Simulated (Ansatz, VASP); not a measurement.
# ZnO (zincite) in two plane-wave programs

One calculation is typed for both programs; each brings its own data sets. How far apart do they land? The cell is taken from a series of runs on this material, whose earlier steps may have relaxed, scaled, displaced or heated it; both programs get it as it stands.

Method: plane waves, with VASP 6.6.1 beside it; zone-centre phonons at LDA, in Ansatz 0.2.0.

## (1) Set-up

Symmetry: P6_3mc, No. 186, hexagonal system. The conventional cell has a = 3.249 Å, b = 3.249 Å, c = 5.206 Å, α = 90.00°, β = 90.00°, γ = 120.00°. Nearest to Zn lie 4 O at 1.98 Å. Nearest to O lie 4 Zn at 1.98 Å. Farther neighbours and most contacts between anions are not listed.

Coordinates:

```xyz
4
Lattice="3.2493 0.0000 0.0000 -1.6247 2.8140 0.0000 0.0000 0.0000 5.2057" Properties=species:S:1:pos:R:3 pbc="T T T"
Zn    0.0000    1.8760    2.5993
Zn    1.6247    0.9380    5.2022
O     1.6247    0.9380    1.9766
O     0.0000    1.8760    4.5794
```

## (2) VASP: zone-centre phonons, LDA

Second derivatives magnify differences that forces hide, and they need a tight electronic threshold.

Lines of VASP's logs that name or quote its potential files are left out, and so is its time.

INCAR reads:

```
SYSTEM = ZnO
PREC = Accurate
ENCUT = 600
EDIFF = 1E-08
NELM = 120
ISMEAR = 0
SIGMA = 0.01
LREAL = .FALSE.
ALGO = Normal
GGA = CA
NBANDS = 24
LORBIT = 11
LWAVE = .FALSE.
LCHARG = .FALSE.
ISIF = 2
IBRION = 8
LEPSILON = .TRUE.
LASPH = .TRUE.
GGA_COMPAT = .FALSE.
EFERMI = MIDGAP
KPAR = 2
```

POSCAR reads:

```
ZnO
1.0
    3.2493080000      0.0000000000      0.0000000000
   -1.6246540000      2.8139832727      0.0000000000
    0.0000000000      0.0000000000      5.2057090000
Zn O
2 2
Direct
    0.3333333333      0.6666666667      0.4993203345
    0.6666666667      0.3333333333      0.9993203345
    0.6666666667      0.3333333333      0.3796896655
    0.3333333333      0.6666666667      0.8796896655
```

KPOINTS reads:

```
Automatic mesh
0
Gamma
6 6 4
0 0 0
```

PAW data sets: Zn and O (LDA family, release 64).

On the command line:

```sh
> mpirun -np 2 vasp_std
```

Numbers of over 12 decimals in the logs are rounded to 6 here.

Log:

```text
[banner, memory and clock lines left out]
running    2 mpi-ranks, on    1 nodes
 distrk:  each k-point on    1 cores,    2 groups
 distr:  one band on    1 cores,    1 groups

 POSCAR found type information on POSCAR ZnO
 POSCAR found :  2 types and       4 ions
 LDA part: xc-table for (Slater(with rela. corr.)+CA(PZ))
 , standard interpolation
 POSCAR, INCAR and KPOINTS ok, starting setup
 FFT: planning ... GRIDC
 FFT: planning ... GRID_SOFT
 FFT: planning ... GRID
 WAVECAR not read
 entering main loop
       N       E                     dE             d eps       ncg     rms          rms(c)
DAV:   1     0.299721305017E+03    0.29972E+03   -0.20118E+04  1008   0.238E+03
DAV:   2     0.703007024170E+01   -0.29269E+03   -0.27886E+03  1072   0.453E+02
DAV:   3    -0.236380249752E+02   -0.30668E+02   -0.30379E+02  1216   0.150E+02
DAV:   4    -0.241750475238E+02   -0.53702E+00   -0.53685E+00  1072   0.206E+01
DAV:   5    -0.241785395160E+02   -0.34920E-02   -0.34919E-02  1264   0.163E+00    0.144E+01
DAV:   6    -0.210668274064E+02    0.31117E+01   -0.85308E+00  1776   0.670E+01    0.919E+00
DAV:   7    -0.211863396173E+02   -0.11951E+00   -0.24391E+00  1088   0.177E+01    0.539E+00
DAV:   8    -0.211744865447E+02    0.11853E-01   -0.67564E-01  1344   0.741E+00    0.167E+00
DAV:   9    -0.211221135049E+02    0.52373E-01   -0.12266E-01  1496   0.687E+00    0.340E-01
DAV:  10    -0.211243264050E+02   -0.22129E-02   -0.40279E-02  1024   0.144E+00    0.100E-01
DAV:  11    -0.211242475103E+02    0.78895E-04   -0.66188E-04  1288   0.323E-01    0.220E-02
DAV:  12    -0.211242450521E+02    0.24581E-05   -0.72248E-05  1200   0.261E-01    0.778E-03
DAV:  13    -0.211242479237E+02   -0.28716E-05   -0.10087E-05  1624   0.706E-02    0.130E-02
DAV:  14    -0.211242455052E+02    0.24185E-05   -0.56559E-06  1144   0.210E-02    0.298E-03
DAV:  15    -0.211242454907E+02    0.14494E-07   -0.45062E-07  1096   0.530E-03    0.169E-03
DAV:  16    -0.211242454486E+02    0.42122E-07   -0.92244E-08  1280   0.249E-03    0.504E-04
DAV:  17    -0.211242454412E+02    0.74360E-08   -0.12329E-08   592   0.171E-03
   1 F= -.21124245E+02 E0= -.21124245E+02  d E =0.000000E+00
 Linear response reoptimize wavefunctions to high precision
DAV:   1    -0.211242454406E+02    0.53842E-09   -0.14087E-08  1152   0.150E-03
DAV:   2    -0.211242454407E+02   -0.76398E-10   -0.12010E-10   576   0.905E-05
 Linear response G [H, r] |phi>, progress :
  Direction:   1
       N       E                     dE             d eps       ncg     rms
RMM:   1    -0.881713027930E+02   -0.88171E+02    0.37363E+02  2064   0.110E+02
 LRF_COMMUTATOR internal error: the vector H(1)-e(1) S(1) |phi(0)> is not orthog
 onal to |phi(0)> (-1.056467714672382E-004,-3.636240614168784E-014)
 LRF_COMMUTATOR internal error: the vector H(1)-e(1) S(1) |phi(0)> is not orthog
 onal to |phi(0)> (1.056467709724673E-004,5.325601071248798E-014)
RMM:   2    -0.931214519729E+02   -0.49501E+01   -0.11333E+01  1465   0.377E+01
 LRF_COMMUTATOR internal error: the vector H(1)-e(1) S(1) |phi(0)> is not orthog
 onal to |phi(0)> (-1.056467714487183E-004,-3.699644757215736E-014)
 LRF_COMMUTATOR internal error: the vector H(1)-e(1) S(1) |phi(0)> is not orthog
 onal to |phi(0)> (1.056467709700804E-004,4.964084698855231E-014)
RMM:   3    -0.936067380538E+02   -0.48529E+00   -0.10319E+00  1755   0.759E+00
RMM:   4    -0.936089488884E+02   -0.22108E-02   -0.18890E-02  1704   0.110E+00
RMM:   5    -0.936091568309E+02   -0.20794E-03   -0.11385E-03  1805   0.246E-01
RMM:   6    -0.936091601559E+02   -0.33250E-05   -0.37443E-05  1771   0.470E-02
RMM:   7    -0.936091633604E+02   -0.32045E-05   -0.41778E-07  1793   0.114E-02
RMM:   8    -0.936091636777E+02   -0.31732E-06    0.12375E-06  1725   0.290E-03
RMM:   9    -0.936091638781E+02   -0.20044E-06   -0.35512E-07  1338   0.878E-04
RMM:  10    -0.936091638550E+02    0.23114E-07   -0.66603E-08  1137   0.363E-04
RMM:  11    -0.936091638815E+02   -0.26498E-07   -0.34093E-07  1018   0.231E-04
RMM:  12    -0.936091638490E+02    0.32500E-07    0.41638E-08   912   0.196E-04
RMM:  13    -0.936091638807E+02   -0.31689E-07   -0.58168E-07   855   0.188E-04
RMM:  14    -0.936091638547E+02    0.25986E-07    0.34722E-06   836   0.187E-04
RMM:  15    -0.936091638817E+02   -0.27014E-07    0.29486E-06   814   0.185E-04
 Linear response G [H, r] |phi>, progress :
  Direction:   2
       N       E                     dE             d eps       ncg     rms
RMM:   1    -0.939134004540E+02   -0.93913E+02    0.28152E+02  2056   0.107E+02
 LRF_COMMUTATOR internal error: the vector H(1)-e(1) S(1) |phi(0)> is not orthog
 onal to |phi(0)> (-1.056468055896619E-004,5.627139379460466E-014)
 LRF_COMMUTATOR internal error: the vector H(1)-e(1) S(1) |phi(0)> is not orthog
 onal to |phi(0)> (1.056468056310211E-004,-4.361788707996084E-014)
RMM:   2    -0.993709232838E+02   -0.54575E+01   -0.11709E+01  1492   0.365E+01
 LRF_COMMUTATOR internal error: the vector H(1)-e(1) S(1) |phi(0)> is not orthog
[...]
RMM:   1    -0.732715091048E+00   -0.73272E+00   -0.42649E+00  2959   0.476E+00
RMM:   2    -0.105599298445E+01   -0.32328E+00    0.35938E-03  3672   0.117E+00    0.140E+00
RMM:   3    -0.104773107550E+01    0.82619E-02   -0.67732E-03  3820   0.588E-01    0.759E-01
RMM:   4    -0.105990155634E+01   -0.12170E-01   -0.78325E-03  3883   0.656E-01    0.531E-02
[...]
RMM:   8    -0.934281199989E+00   -0.88864E-04   -0.56413E-09  1733   0.292E-03    0.253E-04
RMM:   9    -0.934288616762E+00   -0.74168E-05    0.34908E-08  1648   0.448E-04    0.119E-04
RMM:  10    -0.934286746176E+00    0.18706E-05   -0.19865E-08  1408   0.157E-04    0.153E-05
RMM:  11    -0.934286875287E+00   -0.12911E-06   -0.85862E-09   828   0.541E-05    0.740E-06
 change of polarisation eV/A/(eV/A) component  3 :    -0.074    -0.053     1.818
 dielectric tensor                  component  3 :    -0.283    -0.200     7.911
 Linear response DOF=           4
 Linear response progress:
  Degree of freedom:   1/  4
       N       E                     dE             d eps       ncg     rms          rms(c)
RMM:   1    -0.211079920748E+00   -0.21108E+00    0.21862E-02  6431   0.249E+00
RMM:   2    -0.209504487239E+00    0.15754E-02   -0.39843E-03  5394   0.598E-01    0.197E-01
RMM:   3    -0.209208870555E+00    0.29562E-03   -0.15561E-04  6391   0.952E-02    0.117E-01
RMM:   4    -0.208739812082E+00    0.46906E-03   -0.15557E-05  6333   0.361E-02    0.392E-03
RMM:   5    -0.208725132770E+00    0.14679E-04   -0.19037E-06  6618   0.551E-03    0.123E-03
RMM:   6    -0.208720775410E+00    0.43574E-05   -0.28381E-07  6277   0.164E-03    0.312E-04
RMM:   7    -0.208719573042E+00    0.12024E-05    0.50848E-08  6595   0.467E-04    0.750E-05
RMM:   8    -0.208719390792E+00    0.18225E-06    0.67856E-08  6635   0.796E-05    0.238E-05
RMM:   9    -0.208719425950E+00   -0.35158E-07    0.23426E-08  6632   0.312E-05    0.568E-06
RMM:  10    -0.208719422034E+00    0.39154E-08    0.16785E-08  6385   0.102E-05    0.131E-06
 first order change of Fermi-energy   0.64598E-01
 force on displaced ion       1 direction 1 :  -7.092   0.002  -0.000
 Born effective charge ion    1 direction 1 :   2.199  -0.000  -0.000
 Linear response progress:
  Degree of freedom:   2/  4
       N       E                     dE             d eps       ncg     rms          rms(c)
RMM:   1    -0.221353789744E+00   -0.22135E+00    0.25667E-02  2033   0.255E+00
RMM:   2    -0.218197148988E+00    0.31566E-02   -0.40858E-03  1670   0.647E-01    0.192E-01
RMM:   3    -0.217766202957E+00    0.43095E-03   -0.37622E-04  1903   0.128E-01    0.117E-01
RMM:   4    -0.217309212677E+00    0.45699E-03   -0.46291E-04  1969   0.868E-02    0.366E-02
RMM:   5    -0.217158001221E+00    0.15121E-03   -0.14085E-04  1773   0.264E-02    0.541E-03
RMM:   6    -0.217147924665E+00    0.10077E-04    0.71271E-06  2064   0.744E-03    0.270E-03
RMM:   7    -0.217153297226E+00   -0.53726E-05    0.74274E-07  1848   0.365E-03    0.713E-04
RMM:   8    -0.217154080899E+00   -0.78367E-06   -0.46543E-06  2051   0.109E-03    0.229E-04
RMM:   9    -0.217154286864E+00   -0.20596E-06   -0.35776E-06  2039   0.300E-04    0.594E-05
RMM:  10    -0.217154084278E+00    0.20259E-06    0.48585E-07  1913   0.104E-04    0.189E-05
RMM:  11    -0.217154151559E+00   -0.67281E-07   -0.31120E-07  2090   0.427E-05    0.347E-06
RMM:  12    -0.217154135950E+00    0.15610E-07   -0.18078E-07  1960   0.114E-05    0.157E-06
RMM:  13    -0.217154127957E+00    0.79934E-08   -0.44229E-08  1707   0.599E-06    0.291E-07
 first order change of Fermi-energy  -0.11915E+00
 force on displaced ion       1 direction 3 :   0.000   0.000 -10.981
 Born effective charge ion    1 direction 3 :   0.000   0.000   2.212
 Linear response progress:
  Degree of freedom:   3/  4
       N       E                     dE             d eps       ncg     rms          rms(c)
RMM:   1    -0.359601903601E+00   -0.35960E+00    0.55021E-01  8051   0.412E+00
RMM:   2    -0.351289734036E+00    0.83122E-02   -0.10043E-02  5307   0.105E+00    0.214E-01
RMM:   3    -0.352434844008E+00   -0.11451E-02   -0.87563E-04  6140   0.231E-01    0.120E-01
RMM:   4    -0.353709508221E+00   -0.12747E-02   -0.29424E-04  5362   0.107E-01    0.153E-02
RMM:   5    -0.353698359433E+00    0.11149E-04   -0.14227E-05  6440   0.261E-02    0.346E-03
RMM:   6    -0.353624436898E+00    0.73923E-04   -0.63519E-07  5402   0.617E-03    0.997E-04
RMM:   7    -0.353622861761E+00    0.15751E-05   -0.92178E-08  6520   0.175E-03    0.373E-04
RMM:   8    -0.353620980086E+00    0.18817E-05    0.23280E-08  6450   0.374E-04    0.720E-05
RMM:   9    -0.353619947263E+00    0.10328E-05   -0.28531E-09  5774   0.104E-04    0.222E-05
RMM:  10    -0.353619986348E+00   -0.39085E-07    0.23245E-09  6505   0.429E-05    0.809E-06
RMM:  11    -0.353620171913E+00   -0.18557E-06    0.39962E-09  5655   0.247E-05    0.341E-06
RMM:  12    -0.353620159283E+00    0.12630E-07   -0.42070E-09  6042   0.118E-05    0.938E-07
RMM:  13    -0.353620150350E+00    0.89333E-08    0.73131E-09  4245   0.811E-06    0.299E-07
 first order change of Fermi-energy  -0.42268E-01
 force on displaced ion       3 direction 1 :  -7.688  -0.000   0.000
 Born effective charge ion    3 direction 1 :  -2.256   0.000   0.000
 Linear response progress:
  Degree of freedom:   4/  4
       N       E                     dE             d eps       ncg     rms          rms(c)
RMM:   1    -0.378351131275E+00   -0.37835E+00    0.54798E-01  2498   0.405E+00
RMM:   2    -0.369044325123E+00    0.93068E-02   -0.10885E-02  1615   0.108E+00    0.297E-01
RMM:   3    -0.369979791309E+00   -0.93547E-03   -0.12315E-03  1744   0.270E-01    0.150E-01
RMM:   4    -0.371024519932E+00   -0.10447E-02   -0.39573E-04  1668   0.123E-01    0.344E-02
RMM:   5    -0.371139506100E+00   -0.11499E-03   -0.23530E-05  1937   0.307E-02    0.997E-03
RMM:   6    -0.371033633507E+00    0.10587E-03   -0.62813E-07  1742   0.160E-02    0.172E-03
RMM:   7    -0.371053369513E+00   -0.19736E-04    0.79706E-07  1775   0.451E-03    0.570E-04
RMM:   8    -0.371054860201E+00   -0.14907E-05   -0.30674E-07  1877   0.126E-03    0.353E-04
RMM:   9    -0.371050936606E+00    0.39236E-05    0.11001E-07  1820   0.387E-04    0.524E-05
RMM:  10    -0.371050188613E+00    0.74799E-06    0.30192E-08  1926   0.148E-04    0.264E-05
RMM:  11    -0.371050592802E+00   -0.40419E-06   -0.45707E-09  1788   0.545E-05    0.652E-06
RMM:  12    -0.371050510444E+00    0.82358E-07   -0.21564E-09  1862   0.220E-05    0.245E-06
RMM:  13    -0.371050538443E+00   -0.27999E-07   -0.15454E-08  1792   0.142E-05    0.115E-06
RMM:  14    -0.371050547772E+00   -0.93294E-08   -0.10457E-08  1471   0.999E-06    0.325E-07
 first order change of Fermi-energy   0.11900E+00
 force on displaced ion       3 direction 3 :  -0.000  -0.000 -11.090
 Born effective charge ion    3 direction 3 :   0.000   0.000  -2.248
 Born effective charges drift removed
 Linear response finished
```

(Continued in part 2 of 3.)

[Lines on the potential files, build, host, timing and source positions are cut from VASP's logs without a mark.]

[Logs are printed without paths, hosts, clocks, repeated set-up lines and the standing remarks that a program may print on its own settings, such as how far it seeks lower states.]

[Hosts, paths, dates, database ids (printed as entryN), source tags and the programs' standing remarks are cut or masked in the printed files.]
